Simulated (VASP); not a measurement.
Given:

```
CdMg3Te4
1.0
    6.45002     0.00000     0.00000
    0.00000     6.45002     0.00000
    0.00000     0.00000     6.45002
Mg Te Cd
3 4 1
Direct
  0.00000   0.00000   0.00000
  0.50000   0.50000   0.00000
  0.50000   0.00000   0.50000
  0.25194   0.24806   0.24806
  0.74806   0.75194   0.24806
  0.74806   0.24806   0.75194
  0.25194   0.75194   0.75194
  0.00000   0.50000   0.50000
```

Calculation: PBEsol GGA, VASP's PBE PAW potentials (set 64) (plane waves; VASP 6.6.1). Settings: 400 eV cut-off, 4×4×4 Γ-centred mesh, tetrahedra with Blöchl corrections, potentials Mg Te Cd.

Unless said otherwise, spin-orbit coupling is left out, though it shifts the bands of the heavy elements here.

**Question.** What does the run give for the energy per atom (σ→0), band gap (on the k-mesh) with the smallest direct gap where there is one?

**Answer.** 
The band gap (on the k-mesh) is 1.81 eV and the smallest direct gap (on the k-mesh) is 1.81 eV. The energy per atom (σ→0) comes out as -3.269 eV/atom.

Total energies compare only between runs with the same potentials, cut-off and functional.

The structure was generated: CdMg3Te4 was put into an ordered model structure (P-43m), which need not be its known phase. It was relaxed first.
